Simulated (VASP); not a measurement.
Input:

```xyz
3
Lattice="0.0000 3.3558 3.3558 3.3558 0.0000 3.3558 3.3558 3.3558 0.0000" Properties=species:S:1:pos:R:3 pbc="T T T"
Na     1.6779     1.6779     1.6779
Na     5.0338     5.0338     5.0338
S      0.0000     0.0000     0.0000
```

All values below come from TPSS meta-GGA, VASP's PBE PAW potentials (set 64) (plane waves; VASP 6.6.1). Settings: 520 eV cut-off, 6×6×6 Γ-centred mesh, Gaussian smearing of 0.050 eV, potentials Na_pv S.

Give the stress tensor in GPa (positive for a compressed cell).

```
-1.46   0.00   0.00
 0.00  -1.46   0.00
 0.00   0.00  -1.46
```
The pressure is its mean diagonal, -1.46 GPa.

The compound is Na2S in the antifluorite structure. This cell is one point of a volume scan, at 1.06 of the reference volume.
